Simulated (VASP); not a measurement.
# GW on InP

How does the gap of InP change from the starting functional to GW? The cell is of the zinc-blende type, one of the forms listed for this formula. The start is a cell from a database of measured crystal structures.

Method: PBE; plane waves and PAW (In_d_GW, P_GW), in the first sound run; inputs show where later runs differ, in VASP 6.6.1.

The database entry behind the starting cell differs from later determinations by our own check (0.1 to 0.3 % short, probably kX units), so it need not match the best structure at ambient conditions.

## 1. Starting point

It takes space group F-43m (No. 216, cubic). Conventional cell: a = 5.861 Å, b = 5.861 Å, c = 5.861 Å, α = 90.00°, β = 90.00°, γ = 90.00°. In has 4 P at 2.54 Å nearest. Nearest to P lie 4 In at 2.54 Å. Farther neighbours are not listed.

## 2. Ground state

The orbitals come from a self-consistent PBE run with a tight EDIFF and a narrow smearing. KPOINTS_OPT adds the bands along a path, which shows whether the mesh holds the band edges.

INCAR reads:

```
SYSTEM = InP
PREC = Accurate
ENCUT = 300
EDIFF = 1E-08
NELM = 100
ISMEAR = 0
SIGMA = 0.01
LREAL = .FALSE.
ALGO = Normal
GGA = PE
NBANDS = 15
LORBIT = 11
LWAVE = .TRUE.
LCHARG = .FALSE.
KPAR = 8
```

POSCAR reads:

```
InP
1.0
    0.0000000000      2.9305000000      2.9305000000
    2.9305000000      0.0000000000      2.9305000000
    2.9305000000      2.9305000000      0.0000000000
In P
1 1
Direct
    0.0000000000      0.0000000000      0.0000000000
    0.2500000000      0.2500000000      0.2500000000
```

KPOINTS reads:

```
Automatic mesh
0
Gamma
6 6 6
0 0 0
```

KPOINTS_OPT reads:

```
Line mode
12
Line-mode
Reciprocal
  0.00000000   0.00000000   0.00000000 GAMMA
  0.50000000   0.00000000   0.50000000 X

  0.50000000   0.00000000   0.50000000 X
  0.50000000   0.25000000   0.75000000 W

  0.50000000   0.25000000   0.75000000 W
  0.37500000   0.37500000   0.75000000 K

  0.37500000   0.37500000   0.75000000 K
  0.00000000   0.00000000   0.00000000 GAMMA

  0.00000000   0.00000000   0.00000000 GAMMA
  0.50000000   0.50000000   0.50000000 L

  0.50000000   0.50000000   0.50000000 L
  0.62500000   0.25000000   0.62500000 U

  0.62500000   0.25000000   0.62500000 U
  0.50000000   0.25000000   0.75000000 W

  0.50000000   0.25000000   0.75000000 W
  0.50000000   0.50000000   0.50000000 L

  0.50000000   0.50000000   0.50000000 L
  0.37500000   0.37500000   0.75000000 K

  0.62500000   0.25000000   0.62500000 U
  0.50000000   0.00000000   0.50000000 X
```

Potentials, in the order of the species: In_d_GW and P_GW (PBE family, release 64).

Started as:

```bash
$ mpirun -np 8 vasp_std
```

Log:

```text
[banner, memory and clock lines left out]
running    8 mpi-ranks, on    1 nodes
 distrk:  each k-point on    1 cores,    8 groups
 distr:  one band on    1 cores,    1 groups

 POSCAR found type information on POSCAR InP
 POSCAR found :  2 types and       2 ions
|                                                                             |
|           W    W    AA    RRRRR   N    N  II  N    N   GGGG   !!!           |
|           W    W   A  A   R    R  NN   N  II  NN   N  G    G  !!!           |
|           W    W  A    A  R    R  N N  N  II  N N  N  G       !!!           |
|           W WW W  AAAAAA  RRRRR   N  N N  II  N  N N  G  GGG   !            |
|           WW  WW  A    A  R   R   N   NN  II  N   NN  G    G                |
|           W    W  A    A  R    R  N    N  II  N    N   GGGG   !!!           |
|                                                                             |
|     For optimal performance we recommend to set                             |
|       NCORE = 2 up to number-of-cores-per-socket                            |
|     NCORE specifies how many cores store one orbital (NPAR=cpu/NCORE).      |
|     This setting can greatly improve the performance of VASP for DFT.       |
|     The default, NCORE=1 might be grossly inefficient on modern             |
|     multi-core architectures or massively parallel machines. Do your        |
|     Unfortunately you need to use the default for GW and RPA                |
|     calculations (for HF NCORE is supported but not extensively tested      |
|     yet).                                                                   |
|                                                                             |

 LDA part: xc-table for (Slater+PW92), standard interpolation
 POSCAR, INCAR and KPOINTS ok, starting setup
 FFT: planning ... GRIDC
 FFT: planning ... GRID_SOFT
 FFT: planning ... GRID
 WAVECAR not read
 entering main loop
       N       E                     dE             d eps       ncg     rms          rms(c)
DAV:   1     0.107032159338E+03    0.10703E+03   -0.62663E+03   587   0.177E+03
DAV:   2     0.218716325906E+01   -0.10484E+03   -0.99214E+02   772   0.430E+02
DAV:   3    -0.836193872374E+01   -0.10549E+02   -0.10503E+02   796   0.126E+02
DAV:   4    -0.874157786640E+01   -0.37964E+00   -0.37951E+00   756   0.219E+01
DAV:   5    -0.875726240378E+01   -0.15685E-01   -0.15684E-01   820   0.488E+00    0.615E+00
DAV:   6    -0.835121989781E+01    0.40604E+00   -0.65261E-01   852   0.285E+01    0.343E+00
DAV:   7    -0.832052270501E+01    0.30697E-01   -0.18640E-01   832   0.505E+00    0.136E+00
DAV:   8    -0.832149740000E+01   -0.97469E-03   -0.14253E-02   713   0.396E+00    0.162E-01
DAV:   9    -0.832183719130E+01   -0.33979E-03   -0.18346E-03   864   0.173E+00    0.635E-02
DAV:  10    -0.832192707112E+01   -0.89880E-04   -0.12791E-04   805   0.140E-01    0.189E-02
DAV:  11    -0.832198582824E+01   -0.58757E-04   -0.83239E-05   664   0.122E-01    0.146E-02
DAV:  12    -0.832198559263E+01    0.23561E-06   -0.39104E-06   889   0.319E-02    0.495E-03
DAV:  13    -0.832198589811E+01   -0.30548E-06   -0.51229E-07   715   0.114E-02    0.167E-03
DAV:  14    -0.832198593496E+01   -0.36855E-07   -0.15120E-07   669   0.325E-03    0.624E-04
DAV:  15    -0.832198595100E+01   -0.16040E-07   -0.58294E-09   571   0.164E-03    0.177E-04
DAV:  16    -0.832198595720E+01   -0.62000E-08   -0.24072E-09   534   0.822E-04
   1 F= -.83219860E+01 E0= -.83219860E+01  d E =-.258323E-58
 Start KPOINTS_OPT (optional k-point list driver)
k-point batch [1-16\120]
       N       E                     dE             ncg
DAV:   1     0.251709305315E+03   -0.46735E+04      589
DAV:   2    -0.150050222649E+04   -0.17522E+04      765
DAV:   3    -0.166743514074E+04   -0.16693E+03      811
DAV:   4    -0.167468143846E+04   -0.72463E+01      737
DAV:   5    -0.167497079087E+04   -0.28935E+00      852
DAV:   6    -0.167497929061E+04   -0.84997E-02      730
DAV:   7    -0.167497966626E+04   -0.37565E-03      830
DAV:   8    -0.167497968075E+04   -0.14498E-04      732
DAV:   9    -0.167497968120E+04   -0.44086E-06      808
DAV:  10    -0.167497968122E+04   -0.19603E-07      608
DAV:  11    -0.167497968122E+04   -0.10866E-08      534
[...]
k-point batch [113-120\120]
       N       E                     dE             ncg
DAV:   1     0.407140126743E+04   -0.38873E+04      305
DAV:   2     0.319772571326E+04   -0.87368E+03      432
DAV:   3     0.313529231697E+04   -0.62433E+02      395
DAV:   4     0.313371710519E+04   -0.15752E+01      386
DAV:   5     0.313359598070E+04   -0.12112E+00      441
DAV:   6     0.313359199030E+04   -0.39904E-02      395
DAV:   7     0.313359182326E+04   -0.16703E-03      402
DAV:   8     0.313359181384E+04   -0.94221E-05      387
DAV:   9     0.313359181270E+04   -0.11444E-05      405
DAV:  10     0.313359181266E+04   -0.31901E-07      369
DAV:  11     0.313359181266E+04   -0.20414E-08      283
 writing wavefunctions
```

Run time: 5.6 s. Hardware: 8 MPI ranks of Intel Xeon 6975P-C (Granite Rapids), shared host; peak memory 1.2 GiB.

The logs omit lines about the potential files and the build; timing stands in the text.

OUTCAR, selected parts (step 2):

```text
ion  position               nearest neighbor table
   1  0.000  0.000  0.000-   2 2.54   2 2.54   2 2.54   2 2.54
   2  0.250  0.250  0.250-   1 2.54   1 2.54   1 2.54   1 2.54

  LATTYP: Found a face centered cubic cell.
 ALAT       =     5.8610000000

 Subroutine GETGRP returns: Found 24 space group operations
 (whereof 24 operations were pure point group operations)

The static configuration has the point symmetry T_d .

 Found     16 irreducible k-points:

   k-points           NKPTS =     16   k-points in BZ     NKDIM =     16   number of bands    NBANDS=     15

   dimension x,y,z NGX =    24 NGY =   24 NGZ =   24
   dimension x,y,z NGXF=    48 NGYF=   48 NGZF=   48

   ENCUT  =  300.0 eV  22.05 Ry    4.70 a.u.   5.85  5.85  5.85*2*pi/ulx,y,z

   NELECT =      18.0000    total number of electrons

 k-points in reciprocal lattice and weights: Automatic mesh
   0.00000000  0.00000000  0.00000000       0.005
   0.16666667  0.00000000  0.00000000       0.037
   0.33333333  0.00000000  0.00000000       0.037
   0.50000000  0.00000000  0.00000000       0.019
   0.16666667  0.16666667  0.00000000       0.028
   0.33333333  0.16666667  0.00000000       0.111
   0.50000000  0.16666667  0.00000000       0.111
  -0.33333333  0.16666667  0.00000000       0.111
  -0.16666667  0.16666667  0.00000000       0.056
[...]
-0.33333333  0.33333333  0.16666667       0.111
  -0.33333333  0.50000000  0.16666667       0.056

 average (electrostatic) potential at core
       1 -74.2543       2 -75.1275

 E-fermi :   4.0345

 k-point     1 :       0.0000    0.0000    0.0000
  band No.  band energies     occupation
    ...
      5     -10.1040      2.00000
      6      -7.6014      2.00000
      7       3.9225      2.00000
      8       3.9225      2.00000
      9       3.9225      2.00000
     10       4.6229      0.00000
     11       8.0047      0.00000
     12       8.0047      0.00000
     13       8.0047      0.00000
     14      12.4958      0.00000
    ...

 k-point     2 :       0.1667    0.0000    0.0000
  band No.  band energies     occupation
    ...
      5     -10.1034      2.00000
      6      -7.2877      2.00000
      7       1.7373      2.00000
      8       3.6184      2.00000
      9       3.6184      2.00000
     10       5.7165      0.00000
     11       8.4114      0.00000
     12       8.4442      0.00000
     13       8.4442      0.00000
     14      12.5256      0.00000
    ...

 k-point     3 :       0.3333    0.0000    0.0000
  band No.  band energies     occupation
    ...
      5     -10.0969      2.00000
      6      -6.4784      2.00000
      7      -0.6472      2.00000
      8       3.1451      2.00000
      9       3.1451      2.00000
     10       5.5698      0.00000
     11       8.7849      0.00000
     12       8.7849      0.00000
     13      10.1905      0.00000
     14      12.8164      0.00000
    ...

  Total        0.9437790      0.9437790      0.9437790      0.0000000      0.0000000     -0.0000000
  in kB       30.0417839     30.0417839     30.0417839      0.0000000      0.0000000     -0.0000000
  external PRESSURE =      30.0417839 kB  Pullay stress =       0.0000000 kB

  energy-cutoff  :      300.00
  volume of cell :       50.33
      direct lattice vectors                 reciprocal lattice vectors
     0.000000000  2.930500000  2.930500000    -0.170619348  0.170619348  0.170619348
     2.930500000  0.000000000  2.930500000     0.170619348 -0.170619348  0.170619348
     2.930500000  2.930500000  0.000000000     0.170619348  0.170619348 -0.170619348

 POSITION                                       TOTAL-FORCE (eV/Angst)
 -----------------------------------------------------------------------------------
      0.00000      0.00000      0.00000         0.000000      0.000000      0.000000
      1.46525      1.46525      1.46525        -0.000000     -0.000000     -0.000000
 -----------------------------------------------------------------------------------
    total drift:                               -0.000001     -0.000001     -0.000001

  FREE ENERGIE OF THE ION-ELECTRON SYSTEM (eV)
  ---------------------------------------------------
  free  energy   TOTEN  =        -8.3219859572 eV

  energy  without entropy=       -8.3219859572  energy(sigma->0) =       -8.32198596

 total charge
# of ion       s       p       d       f       tot
--------------------------------------------------
    1        0.784   0.708  10.056   0.020  11.569
    2        1.133   1.704   0.033   0.000   2.870
--------------------------------------------------
tot          1.918   2.412  10.089   0.020  14.439

[... 3 further parts left out ...]
```

This step gave:

```
free energy (TOTEN)               : -8.322 eV
Fermi energy                      : 4.035 eV
pressure                          : 3.004 GPa
least gap on mesh and path        : 0.7004 eV
least direct gap on mesh and path : 0.7004 eV
```

The highest empty bands on the path are converged less tightly, to about 0.1 eV. The electronic bands at the labelled points (eV, zero at the valence-band top; v1 is the highest filled band, c1 the lowest empty one):

| point | v3 | v2 | v1 | c1 | c2 | c3 | c4 |
| --- | --- | --- | --- | --- | --- | --- | --- |
| Γ | 0.00 | 0.00 | 0.00 | 0.70 | 4.08 | 4.08 | 4.08 |
| 0.45 of the way | -3.02 | -1.25 | -1.25 | 2.63 | 3.10 | 6.06 | 6.06 |
| X | -5.76 | -2.32 | -2.32 | 1.76 | 2.26 | 9.21 | 9.58 |
| 0.45 of the way | -5.70 | -2.61 | -2.60 | 2.54 | 2.97 | 7.88 | 7.91 |
| W | -5.61 | -2.95 | -2.91 | 4.29 | 4.37 | 5.56 | 6.20 |
| 0.45 of the way | -5.61 | -3.19 | -2.43 | 3.25 | 4.42 | 6.27 | 6.83 |
| K | -5.62 | -3.31 | -1.94 | 2.36 | 4.38 | 7.50 | 7.53 |
| 0.45 of the way | -4.10 | -2.25 | -0.69 | 2.92 | 4.89 | 5.15 | 5.15 |
| Γ | 0.00 | 0.00 | 0.00 | 0.70 | 4.08 | 4.08 | 4.08 |
| 0.45 of the way | -3.11 | -0.49 | -0.49 | 1.81 | 4.73 | 4.73 | 5.06 |
| L | -5.74 | -0.97 | -0.97 | 1.49 | 4.80 | 4.80 | 7.11 |
| 0.45 of the way | -5.60 | -2.33 | -1.32 | 2.62 | 4.45 | 5.62 | 7.04 |
| U | -5.62 | -3.31 | -1.94 | 2.36 | 4.38 | 7.50 | 7.53 |
| 0.45 of the way | -5.61 | -3.23 | -2.31 | 3.01 | 4.41 | 6.50 | 7.01 |
| W | -5.61 | -2.95 | -2.91 | 4.29 | 4.37 | 5.56 | 6.20 |
| 0.55 of the way | -5.57 | -2.53 | -1.52 | 3.01 | 4.20 | 5.80 | 7.15 |
| L | -5.74 | -0.97 | -0.97 | 1.49 | 4.80 | 4.80 | 7.11 |
| 0.45 of the way | -5.60 | -2.33 | -1.32 | 2.62 | 4.45 | 5.62 | 7.04 |
| K | -5.62 | -3.31 | -1.94 | 2.36 | 4.38 | 7.50 | 7.53 |
| jump to U | -5.62 | -3.31 | -1.94 | 2.36 | 4.38 | 7.50 | 7.53 |
| 0.55 of the way | -5.73 | -2.69 | -2.24 | 2.01 | 2.76 | 8.48 | 8.80 |
| X | -5.76 | -2.32 | -2.32 | 1.76 | 2.26 | 9.21 | 9.58 |

Of the projections kept (In, P), the largest for each band there; the rest of the weight can lie on other orbitals:

| point | v3 | v2 | v1 | c1 | c2 | c3 | c4 |
| --- | --- | --- | --- | --- | --- | --- | --- |
| Γ | P 0.76 | P 0.76 | P 0.76 | P 0.51 | In 0.78 | In 0.78 | In 0.78 |
| X | In 0.72 | P 0.64 | P 0.64 | In 0.64 | In 0.64 | P 0.75 | In 0.54 |
| W | In 0.73 | P 0.64 | P 0.59 | P 0.68 | P 0.54 | In 0.67 | In 0.63 |
| K | In 0.71 | P 0.60 | P 0.65 | In 0.63 | P 0.57 | In 0.51 | P 0.58 |
| Γ | P 0.76 | P 0.76 | P 0.76 | P 0.51 | In 0.78 | In 0.78 | In 0.78 |
| L | In 0.61 | P 0.69 | P 0.69 | In 0.61 | In 0.67 | In 0.67 | P 0.69 |

The electronic bands as a text plot (rows in eV, shown from -5.8 to 4.1 only):

```
    3.9 |++                    ++++              + +          +
    3.5 |  +        +                               +
    3.1 |   +++     +  +   +++                       +
    2.6 |   +  ++  +    + +   +             +++ +     +    ++  +
    2.2 |  + ++  +++     +     +           +   +          +  ++ +
    1.8 | +    ++++             +   ++++               + +     ++
    1.4 |                          +    +++             +
    1.0 |+                       +
    0.6 |                         +
    0.2 |                        **
   -0.2 |**                    *** ***
   -0.6 |  *                 *** *    **
   -1.0 | * *              **      *    ****           ****
   -1.5 |    *            *     *          ***       *** * *
   -1.9 |  *  **        **    **    *         **    *     * ***
   -2.3 |   *   ***    *     *       *      *   *     *        **
   -2.7 |          ** *     *                    * * *     *   *
   -3.1 |            ****  *                 ** *****       * *
   -3.5 |    *           **   *                *             *
   -3.9 |                    *        *
   -4.3 |     *                        *
   -4.7 |      *            *
   -5.1 |       *         **
   -5.6 |        *********              *************************
         Γ       X    W  K        Γ      L     U  W     L   K|U X
```

The cell has a gap of 0.700 eV on mesh and path and a pressure of +3.0 GPa, which holds the misfit of the given cell and coordinates with this functional, and any error of cutoff, mesh and data sets. Spin-orbit coupling is left out, which can shift or reorder these edges.

## 3. Empty bands, functional PBE

ALGO = Exact makes the empty bands from the converged ground state in one step. LOPTICS writes the k-derivatives of the orbitals (WAVEDER), which give the long-wavelength limit of the screening.

INCAR reads:

```
SYSTEM = InP
PREC = Accurate
ENCUT = 300
ISMEAR = 0
SIGMA = 0.01
LREAL = .FALSE.
GGA = PE
NBANDS = 328
ALGO = Exact
NELM = 1
LWAVE = .TRUE.
LCHARG = .FALSE.
LOPTICS = .TRUE.
NEDOS = 1000
CSHIFT = 0.1
```

POSCAR is that of step 2.

KPOINTS is that of step 2.

Started as:

```bash
$ mpirun -np 8 vasp_std
```

Log:

```text
[banner, memory and clock lines left out]
running    8 mpi-ranks, on    1 nodes
 distrk:  each k-point on    8 cores,    1 groups
 distr:  one band on    1 cores,    8 groups

 POSCAR found type information on POSCAR InP
 POSCAR found :  2 types and       2 ions
 [... a notice as in an earlier step ...]

 LDA part: xc-table for (Slater+PW92), standard interpolation
 found WAVECAR, reading the header
  number of bands has changed, file:    15 present:   328
  trying to continue reading WAVECAR, but it might fail
 POSCAR, INCAR and KPOINTS ok, starting setup
 FFT: planning ... GRIDC
 FFT: planning ... GRID_SOFT
 FFT: planning ... GRID
 reading WAVECAR
 random initialization beyond band           15
 the WAVECAR file was read successfully
 initial charge from wavefunction
 entering main loop
       N       E                     dE             d eps       ncg     rms          rms(c)
DIA:   1    -0.832198595579E+01   -0.83220E+01    0.00000E+00     0   0.000E+00
   1 F= -.83219860E+01 E0= -.83219860E+01  d E =-.381449E-80
 writing wavefunctions
 optical routines
 imaginary and real dielectric function
 recalculating local potential from charge density
 direction            1
 direction            2
 direction            3
```

Run time: 4 s. Hardware: 8 MPI ranks; peak memory 1.1 GiB; 26 s of CPU time.

From OUTCAR (step 3):

```text
The static configuration has the point symmetry T_d .

 Found     16 irreducible k-points:

   k-points           NKPTS =     16   k-points in BZ     NKDIM =     16   number of bands    NBANDS=    328

   NELECT =      18.0000    total number of electrons

 E-fermi :   4.0551

 k-point     3 :       0.3333    0.0000    0.0000
  band No.  band energies     occupation
    ...
      5     -10.0969      2.00000
      6      -6.4784      2.00000
      7      -0.6472      2.00000
      8       3.1451      2.00000
      9       3.1451      2.00000
     10       5.5698      0.00000
     11       8.7849      0.00000
     12       8.7849      0.00000
     13      10.1905      0.00000
     14      12.8150      0.00000
    ...

  Total        0.9439385      0.9439385      0.9439385      0.0000000     -0.0000000     -0.0000000
  in kB       30.0468604     30.0468604     30.0468604      0.0000000     -0.0000000     -0.0000000
  external PRESSURE =      30.0468604 kB  Pullay stress =       0.0000000 kB

  FREE ENERGIE OF THE ION-ELECTRON SYSTEM (eV)
  ---------------------------------------------------
  free  energy   TOTEN  =        -8.3219859558 eV

  energy  without entropy=       -8.3219859558  energy(sigma->0) =       -8.32198596

 plasma frequency squared (from intraband transitions) (eV^2)
  --------------------------------------------------------------------------------------
       0.000      -0.000       0.000
      -0.000       0.000      -0.000
       0.000      -0.000       0.000

[... 14 parts as in an earlier step ...]
```

The gap is read on the k-mesh alone, so it is an upper bound where the band edges lie off the mesh.

This step gave:

* gap on the k-mesh: 0.7004 eV
* least direct gap on the k-mesh: 0.7004 eV

WAVECAR now holds 328 bands for 18 electrons. Its independent-particle dielectric tensor has xx, yy, zz = 20.8, 20.8, 20.8 on this mesh, which isn't tested for convergence in mesh or bands and lacks local fields.

[end of part 1 of 4]

[Lines on the potential files, build, host, timing and source positions are cut from VASP's logs without a mark.]

[Logs are printed without paths, hosts, clocks, repeated set-up lines and the standing remarks that a program may print on its own settings, such as how far it seeks lower states.]

[Hosts, paths, dates, database ids (printed as entryN), source tags and the programs' standing remarks are cut or masked in the printed files.]

[Pressures printed for these runs are not shown converged in the cutoff: they can be off by several GPa and have the wrong sign.]
